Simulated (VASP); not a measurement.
Output of a VASP run:

File OSZICAR:
```
       N       E                     dE             d eps       ncg     rms          rms(c)
DAV:   1     0.328021136291E+02    0.32802E+02   -0.49905E+03  2048   0.884E+02
DAV:   2    -0.269140793225E+01   -0.35494E+02   -0.33201E+02  1918   0.176E+02
DAV:   3    -0.296309310318E+01   -0.27169E+00   -0.27161E+00  2207   0.182E+01
DAV:   4    -0.296357926674E+01   -0.48616E-03   -0.48616E-03  2035   0.737E-01
DAV:   5    -0.296358270277E+01   -0.34360E-05   -0.34369E-05  2154   0.576E-02    0.519E+00
DAV:   6    -0.271938980102E+01    0.24419E+00   -0.11424E+00  1905   0.116E+01    0.335E+00
DAV:   7    -0.271084205886E+01    0.85477E-02   -0.11747E-02  2008   0.116E+00    0.188E+00
DAV:   8    -0.270791478332E+01    0.29273E-02   -0.66092E-04  1945   0.247E-01    0.820E-02
DAV:   9    -0.270792172801E+01   -0.69447E-05   -0.61464E-06  2168   0.235E-02    0.151E-02
DAV:  10    -0.270792878505E+01   -0.70570E-05   -0.36706E-06  2026   0.235E-02    0.779E-03
DAV:  11    -0.270792832481E+01    0.46024E-06   -0.71461E-08   982   0.290E-03
   1 F= -.27079283E+01 E0= -.27078310E+01  d E =-.291858E-03
```

OUTCAR:
```
------------------------ aborting loop because EDIFF is reached ----------------------------------------
  FORCE on cell =-STRESS in cart. coord.  units (eV):
  Direction    XX          YY          ZZ          XY          YZ          ZX
  --------------------------------------------------------------------------------------
  Total        0.3988656      0.3988656      0.3988656      0.0000000      0.0000000     -0.0000000
  in kB       37.3617479     37.3617479     37.3617479      0.0000000      0.0000000     -0.0000000
  external PRESSURE =      37.3617479 kB  Pullay stress =       0.0000000 kB
  volume of cell :       17.10
      direct lattice vectors                 reciprocal lattice vectors
     0.000000000  2.045000000  2.045000000    -0.244498778  0.244498778  0.244498778
     2.045000000  0.000000000  2.045000000     0.244498778 -0.244498778  0.244498778
     2.045000000  2.045000000  0.000000000     0.244498778  0.244498778 -0.244498778
 POSITION                                       TOTAL-FORCE (eV/Angst)
 -----------------------------------------------------------------------------------
      0.00000      0.00000      0.00000         0.000000     -0.000000     -0.000000
 -----------------------------------------------------------------------------------
    total drift:                               -0.000000     -0.000000     -0.000000
  FREE ENERGIE OF THE ION-ELECTRON SYSTEM (eV)
  ---------------------------------------------------
  free  energy   TOTEN  =        -2.7079283248 eV

  energy  without entropy=       -2.7076364671  energy(sigma->0) =       -2.70783104
```
(Selected blocks of OUTCAR.)

### POSCAR
```
Ag
1
    0.0000000000     2.0450000000     2.0450000000
    2.0450000000     0.0000000000     2.0450000000
    2.0450000000     2.0450000000     0.0000000000
Ag
1
Direct
  0.0000000000   0.0000000000   0.0000000000
```

**Question.** Write an INCAR and KPOINTS that could have produced this output.

**Answer.** One answer among several that fit: the input of the run itself, PBE GGA, plane waves, VASP's PBE PAW potentials (set 64).

INCAR:
```
! general
SYSTEM   =  Ag
PREC     =  Accurate
ENCUT    =  400   ! plane-wave cut-off (eV)
LREAL    =  .FALSE.   ! projection in real space or not
LASPH    =  .TRUE.

! electronic loop
EDIFF    =  1E-6
NELM     =  100
ALGO     =  Normal
LMAXMIX  =  4   ! l cut-off of mixed one-centre charges

! smearing
ISMEAR   =  1
SIGMA    =  0.1   ! width (eV)

! functional
GGA      =  PE   ! PBE

! ions
ISIF     =  2

! output
LWAVE    =  .FALSE.
LCHARG   =  .FALSE.
```

**KPOINTS**
```
Automatic mesh
0
Gamma
14 14 14
0 0 0
```

POTCAR, in this order: Ag (PBE.64 set). Program: vasp_std.

The compound is Ag in the fcc structure. The cell was not relaxed at this level.
